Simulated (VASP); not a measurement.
A convergence study with VASP on IrO$_{2}$ (rutile): a few settings are varied, all else stays as given below, so the limit is that of these other settings.

```yaml
crystal:
  lattice:
    - [4.50000, 0.00000, 0.00000]
    - [0.00000, 4.50000, 0.00000]
    - [0.00000, 0.00000, 3.15000]
  atoms:
    - { symbol: Ir, position: [0.00000, 0.00000, 0.00000] }
    - { symbol: Ir, position: [0.50000, 0.50000, 0.50000] }
    - { symbol: O, position: [0.30800, 0.30800, 0.00000] }
    - { symbol: O, position: [0.80800, 0.19200, 0.50000] }
    - { symbol: O, position: [0.19200, 0.80800, 0.50000] }
    - { symbol: O, position: [0.69200, 0.69200, 0.00000] }
```

Computed with PBEsol GGA, VASP's PBE PAW potentials (set 64) (plane waves; VASP). The last row used: 700 eV cut-off, 12×12×17 Γ-centred mesh, second-order Methfessel-Paxton smearing of 0.40 eV, potentials Ir O.

| setting | E (eV/atom) | pressure (GPa) | irreducible k-points |
|---|---|---|---|
| ISMEAR = -1, SIGMA = 0.01, 4×4×5 mesh | -7.5963 | -0.47 | 18 |
| ISMEAR = -1, SIGMA = 0.1, 4×4×5 mesh | -7.5970 | -0.34 | 18 |
| ISMEAR = 0, SIGMA = 0.01, 4×4×5 mesh | -7.5963 | -0.47 | 18 |
| ISMEAR = 0, SIGMA = 0.1, 4×4×5 mesh | -7.5967 | -0.46 | 18 |
| ISMEAR = 1, SIGMA = 0.01, 4×4×5 mesh | -7.5963 | -0.47 | 18 |
| ISMEAR = 1, SIGMA = 0.2, 4×4×5 mesh | -7.5970 | -0.51 | 18 |
| ISMEAR = 2, SIGMA = 0.05, 4×4×5 mesh | -7.5962 | -0.47 | 18 |
| ISMEAR = 2, SIGMA = 0.2, 4×4×5 mesh | -7.5970 | -0.50 | 18 |
| ISMEAR = -1, SIGMA = 0.01, 8×8×11 mesh | -7.5952 | -0.48 | 90 |
| ISMEAR = -1, SIGMA = 0.2, 8×8×11 mesh | -7.5968 | 0.19 | 90 |
| ISMEAR = 0, SIGMA = 0.01, 8×8×11 mesh | -7.5952 | -0.49 | 90 |
| ISMEAR = 0, SIGMA = 0.2, 8×8×11 mesh | -7.5954 | -0.38 | 90 |
| ISMEAR = 1, SIGMA = 0.01, 8×8×11 mesh | -7.5952 | -0.49 | 90 |
| ISMEAR = 1, SIGMA = 0.4, 8×8×11 mesh | -7.5947 | -0.43 | 90 |
| ISMEAR = 2, SIGMA = 0.05, 8×8×11 mesh | -7.5952 | -0.48 | 90 |
| ISMEAR = 2, SIGMA = 0.4, 8×8×11 mesh | -7.5950 | -0.50 | 90 |
| ISMEAR = -1, SIGMA = 0.05, 12×12×17 mesh | -7.5952 | -0.44 | 252 |
| ISMEAR = -1, SIGMA = 0.2, 12×12×17 mesh | -7.5968 | 0.19 | 252 |
| ISMEAR = 0, SIGMA = 0.05, 12×12×17 mesh | -7.5952 | -0.49 | 252 |
| ISMEAR = 0, SIGMA = 0.2, 12×12×17 mesh | -7.5952 | -0.37 | 252 |
| ISMEAR = 1, SIGMA = 0.05, 12×12×17 mesh | -7.5951 | -0.49 | 252 |
| ISMEAR = 1, SIGMA = 0.4, 12×12×17 mesh | -7.5946 | -0.43 | 252 |
| ISMEAR = 2, SIGMA = 0.1, 12×12×17 mesh | -7.5952 | -0.49 | 252 |
| ISMEAR = 2, SIGMA = 0.4, 12×12×17 mesh | -7.5950 | -0.50 | 252 |

Left out are rungs that failed or repeat a setting and relaxations that didn't move; long series are thinned to 24 rows.

The compound is IrO2 in the rutile structure. The cell was not relaxed at this level.
